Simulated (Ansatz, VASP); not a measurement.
# Ni8Te (Te/Ni(100)): VASP beside Ansatz

One calculation is typed for both programs; each brings its own data sets. How far apart do they land? Of the first pair: The structure shown is the start of the Ansatz relaxation below; VASP solves that cell, so the two are compared at the walk's first step.

Main program and level: Ansatz 0.2.0; plane waves, with VASP 6.6.1 beside it; single point at RPBE.

### 1. Starting point

The cell holds 18 atoms: 16 Ni and 2 Te. Cell: a = 4.978 Å, b = 4.978 Å, c = 25.765 Å, α = 90.0°, β = 90.0°, γ = 90.0°. Vacuum lies along c.

### 2. Ansatz: relaxation, RPBE

Ansatz runs on its default PAW (the set named soft_2) files.

The two programs are compared at the cell with which this relaxation starts, whose forces are those of its first step.

Contents of input.yaml:

```yaml
crystal:
  lattice:
    - [4.9780317396, 0.0, 0.0]
    - [0.0, 4.9780317396, 0.0]
    - [0.0, 0.0, 25.764863323]
  atoms:
    - { symbol: Ni, position: [0.25, 0.25, 0.3493129339], spin: 0.78 }
    - { symbol: Ni, position: [0.0, 0.0, 0.4176230188], spin: 0.71 }
    - { symbol: Ni, position: [0.25, 0.25, 0.4881965863], spin: 0.71 }
    - { symbol: Ni, position: [0.0, 0.0, 0.5554641274], spin: 0.77 }
    - { symbol: Ni, position: [0.25, 0.75, 0.3493129339], spin: 0.78 }
    - { symbol: Ni, position: [0.0, 0.5, 0.4176230188], spin: 0.71 }
    - { symbol: Ni, position: [0.25, 0.75, 0.4881965863], spin: 0.71 }
    - { symbol: Ni, position: [0.0, 0.5, 0.5554641274], spin: 0.77 }
    - { symbol: Ni, position: [0.75, 0.25, 0.3493129339], spin: 0.78 }
    - { symbol: Ni, position: [0.5, 0.0, 0.4176230188], spin: 0.71 }
    - { symbol: Ni, position: [0.75, 0.25, 0.4881965863], spin: 0.71 }
    - { symbol: Ni, position: [0.5, 0.0, 0.5554641274], spin: 0.77 }
    - { symbol: Ni, position: [0.75, 0.75, 0.3493129339], spin: 0.78 }
    - { symbol: Ni, position: [0.5, 0.5, 0.4176230188], spin: 0.71 }
    - { symbol: Ni, position: [0.75, 0.75, 0.4881965863], spin: 0.71 }
    - { symbol: Ni, position: [0.5, 0.5, 0.5554641274], spin: 0.77 }
    - { symbol: Te, position: [0.25, 0.0, 0.6506870661] }
    - { symbol: Te, position: [0.75, 0.5, 0.6506870661] }
magnetization:
  spin_polarized: true
kpoints:
  mp_grid: { grid: [6, 6, 1] }
hamiltonian:
  xc: rpbe
scf:
  occupations: { method: fermi_dirac, width: 0.1 }
  convergence: { dr2_threshold: 1.0e-08 }
efield:
  axis: 3
  dipole_correction: true
  ramp_position: 0.97
  ramp_width: 0.06
relax:
  f_tol: 0.02
  max_steps: 60
  constraints: [{ sites: [0, 1, 4, 5, 8, 9, 12, 13] }]
output:
  bader: true
  dos: { projected: true, e_range: [-8, 4] }
  write_potential: true
  write_density: true
  volumetric_format: npy
```

The run is started by

```bash
$ ansatz run input.yaml --threads 4 --pin off --max-ram 12288MiB --backend cpu --events-out ev --progress --plain --runs-dir out
```

Numbers of over 12 decimals in the logs are rounded to 6 here.

The program printed:

```text
Engine: ansatz 0.2.0, aarch64-unknown-linux-gnu
Pseudopotentials: kind: paw
Pseudopotential: Ni, paw, valence charge 18, recommended cutoff 420 eV (normal), Ni.paw.azcp
Pseudopotential: Te, paw, valence charge 16, recommended cutoff 420 eV (normal), Te.paw.azcp
Functional definition: RPBE
  parameter kappa = 0.804
  parameter beta = 0.066725
  exchange = rpbe_x(kappa = kappa, mu = beta*pi^2/3)
  correlation = pbe_c(beta = beta)
Crystal: 18 atoms, lattice volume = 638.474 Å³
Basis set: ecut = 420 eV, 12507 PW (Γ), exchange–correlation on 72×72×360 points (8 copies of the dense FFT grid, shifted against one another)
Bands: 200, of which v1, the nominal top of the filled ones, is band 160 counted from 1 (159 counted from 0)
Symmetry: 8 space group operations
k-points: 16 of 36
Non-local potential: Ni, projectors of the file, l = 0: 3, l = 1: 2, l = 2: 3, l = 3: 1
Non-local potential: Te, projectors of the file, l = 0: 2, l = 1: 2, l = 2: 2, l = 3: 2
PAW form: soft (Blöchl's): semilocal exchange-correlation on the pseudo side does not see the compensation charge
PAW frozen core: Ni, regenerated for the run's functional, and the local potential with it (the file was generated under x = pbe(κ = 0.804, μ = 0.219515), c = pbe(β = 0.066725))
PAW frozen core: Te, regenerated for the run's functional, and the local potential with it (the file was generated under x = pbe(κ = 0.804, μ = 0.219515), c = pbe(β = 0.066725))
PAW one-centre angular grid: Ni, 590 points (default); XC on 64 Gauss nodes
PAW one-centre angular grid: Te, 590 points (default); XC on 64 Gauss nodes
Initial density: superposition of atomic densities (neutral atoms: chi_scale 0, normalization atom)
Starting moments: Σ|m| = 11.88 μB on 16 of 18 sites
Initial wavefunctions: pseudopotential atomic-orbital guess
Functional: x = rpbe, c = pbe(β = 0.066725)
SCF iter   1: F=—  HF=-107472.459912 eV  |F-HF|=—  |Δ(HF+E_count)|=         —  Δρ=1.69e-2 (↑1.69e-2 ↓1.58e-2)  dr2=9.72e1  dr2_m=3.33e-1  M=11.244 μB ∫|m|=11.923 μB  β_m=1.00  ethr=3.10e-3  p=-0.000 e·Å  D=-1.26e-6 V/Å  ΔV_dip=0.00 eV  dr2_dipole=2.52e1  V_vac-E_F(+/−)=6.62/6.62 eV  ⟨swp⟩=10.3  Hψ=31813  notcnv=0  defer=372
Mixer restart at iter 1: flushing history
efield: sawtooth ramp at fractional position 0.9700 (set: `efield.ramp_position`, or a place that a band, a saddle search or an elastic batch's reference lends), width 0.0600; the density the first Hamiltonian is built on has a dipole p = -0.000 e·Å; the dipole correction subtracts the counter field D = -1.26e-6 V/Å, which shifts the + side's vacuum level by +0.00 eV against the − side's; the planar-averaged density in the ramp window peaks in size at 2.6e-5 e/Å³
preconditioner: auto → LDOS  [metal: Δε(μ)=0.014 eV  Ē_g=7.109 eV  σ=0.100 eV  W_gap=0.03  n_scr=138 (ndim 8)  ℏωp=19.3 eV  f_vac=0.576  D(μ)=32.53/eV (n_scr^D=324)]
spin=Collinear: LDOS preconditioning applied to the charge; magnetization (m = ρ↑ − ρ↓) channel mixes plain (no charge-response kernel on spin).
SCF iter   2: F=—  HF=-107475.457596 eV  |F-HF|=—  |Δ(HF+E_count)|=    3.00e0  Δρ=1.92e-2 (↑1.92e-2 ↓1.60e-2)  dr2=3.36e1  dr2_m=2.81e-2  M=11.100 μB ∫|m|=12.325 μB  β_m=0.36  ethr=3.10e-3  p=0.014 e·Å  D=3.99e-3 V/Å  ΔV_dip=-0.10 eV  dr2_dipole=9.74e0  V_vac-E_F(+/−)=5.75/5.85 eV  ⟨swp⟩=2.7  Hψ=10453  notcnv=0  defer=580
density mixer auto → msr1: a metal under ldos (density of states about μ 3.13 of a free-electron gas's, 138 screened modes)
SCF iter   3: F=—  HF=-107485.027520 eV  |F-HF|=—  |Δ(HF+E_count)|=    9.57e0  Δρ=4.94e-3 (↑3.59e-3 ↓4.94e-3)  dr2=3.37e0  dr2_m=1.96e-2  M=11.273 μB ∫|m|=12.833 μB  β_m=0.36  ethr=3.10e-3  p=0.045 e·Å  D=1.27e-2 V/Å  ΔV_dip=-0.33 eV  dr2_dipole=1.22e0  V_vac-E_F(+/−)=4.90/5.23 eV  ⟨swp⟩=2.4  Hψ=10447  notcnv=0  defer=603
SCF iter   4: F=—  HF=-107487.850900 eV  |F-HF|=—  |Δ(HF+E_count)|=    2.82e0  Δρ=5.65e-3 (↑2.71e-3 ↓5.65e-3)  dr2=3.08e-1  dr2_m=3.21e-2  M=11.190 μB ∫|m|=12.916 μB  β_m=0.66  ethr=1.05e-3  p=0.068 e·Å  D=1.93e-2 V/Å  ΔV_dip=-0.50 eV  dr2_dipole=1.87e-2  V_vac-E_F(+/−)=4.50/4.99 eV  ⟨swp⟩=2.4  Hψ=7428  notcnv=0  defer=621
SCF iter   5: F=—  HF=-107489.453938 eV  |F-HF|=—  |Δ(HF+E_count)|=    1.60e0  Δρ=4.24e-3 (↑2.89e-3 ↓4.24e-3)  dr2=1.74e-1  dr2_m=1.08e-2  M=11.026 μB ∫|m|=12.688 μB  β_m=0.63  ethr=9.64e-5  p=0.048 e·Å  D=1.35e-2 V/Å  ΔV_dip=-0.35 eV  dr2_dipole=1.74e-3  V_vac-E_F(+/−)=4.46/4.81 eV  ⟨swp⟩=2.1  Hψ=11722  notcnv=0  defer=634
SCF iter   6: F=—  HF=-107489.503957 eV  |F-HF|=—  |Δ(HF+E_count)|=         —  Δρ=3.90e-3 (↑1.70e-3 ↓3.90e-3)  dr2=5.85e-2  dr2_m=3.81e-2  M=10.692 μB ∫|m|=12.290 μB  β_m=0.63  ethr=5.45e-5  p=0.052 e·Å  D=1.48e-2 V/Å  ΔV_dip=-0.38 eV  dr2_dipole=4.64e-5  V_vac-E_F(+/−)=4.45/4.84 eV  ⟨swp⟩=2.0  Hψ=10092  notcnv=0  defer=675
[...]
k-point 1 ↑: bands = [... 156 lower, 2.6256, 2.6380, 2.6881, 2.7182, 2.7828, 2.8272, 2.8326, 2.9163, ... 36 higher]
  k-point 2 ↑: bands = [... 156 lower, 2.5245, 2.5492, 2.5573, 2.6196, 2.6244, 2.6591, 2.7705, 2.7797, ... 36 higher]
  k-point 15 ↓: bands = [... 156 lower, 2.9644, 2.9644, 3.2472, 3.2472, 3.3801, 3.3801, 3.4001, 3.4001, ... 36 higher]
--- Relaxed structure (5 steps of the walk, 4 accepted, 0 SCFs on fresh bases) ---
  F+E_penalty+E_count = -107489.92503615 eV   max|allowed force component| = 1.967e-2 eV/Å
  atoms:
    - { symbol: Ni, position: [0.25, 0.25, 0.349313] }
    - { symbol: Ni, position: [0.0, 0.0, 0.4176230188] }
    - { symbol: Ni, position: [0.25, 0.249884, 0.487711] }
    - { symbol: Ni, position: [-0.00365809, 0, 0.557401] }
    - { symbol: Ni, position: [0.25, 0.750000, 0.349313] }
    - { symbol: Ni, position: [0.0, 0.5, 0.4176230188] }
    - { symbol: Ni, position: [0.25, 0.750116, 0.487711] }
    - { symbol: Ni, position: [0.00365809, 0.5, 0.557401] }
    - { symbol: Ni, position: [0.750000, 0.25, 0.349313] }
    - { symbol: Ni, position: [0.5, 0.0, 0.4176230188] }
    - { symbol: Ni, position: [0.750000, 0.250116, 0.487711] }
    - { symbol: Ni, position: [0.503658, 0, 0.557401] }
    - { symbol: Ni, position: [0.750000, 0.750000, 0.349313] }
    - { symbol: Ni, position: [0.5, 0.5, 0.4176230188] }
    - { symbol: Ni, position: [0.750000, 0.749884, 0.487711] }
    - { symbol: Ni, position: [0.496342, 0.5, 0.557401] }
    - { symbol: Te, position: [0.25, 0, 0.640868] }
    - { symbol: Te, position: [0.750000, 0.5, 0.640868] }
--- Bader charges: 18 sites ---
  site symbol  charge [e]  shift [e]    m [muB]
     0     Ni     -0.0153     0.0001     0.7389
     1     Ni      0.0175     0.0001     0.6677
     2     Ni      0.0008     0.0001     0.6273
     3     Ni      0.0199     0.0012     0.3849
     4     Ni     -0.0153     0.0001     0.7389
     5     Ni      0.0175     0.0001     0.6677
     6     Ni      0.0008     0.0001     0.6273
     7     Ni      0.0199     0.0012     0.3849
     8     Ni     -0.0153     0.0001     0.7389
     9     Ni      0.0175     0.0001     0.6677
    10     Ni      0.0008     0.0001     0.6273
    11     Ni      0.0199     0.0012     0.3849
    12     Ni     -0.0153     0.0001     0.7389
    13     Ni      0.0175     0.0001     0.6677
    14     Ni      0.0008     0.0001     0.6273
    15     Ni      0.0199     0.0012     0.3849
    16     Te     -0.0459     0.0025     0.0150
    17     Te     -0.0459     0.0025     0.0150
  estimated error of the sums over rays = 3.6e-4 e
```

(Part 1 of 3 ends here.)

[Lines on the potential files, build, host, timing and source positions are cut from VASP's logs without a mark.]

[Logs are printed without paths, hosts, clocks, repeated set-up lines and the standing remarks that a program may print on its own settings, such as how far it seeks lower states.]

[Hosts, paths, dates, database ids (printed as entryN), source tags and the programs' standing remarks are cut or masked in the printed files.]
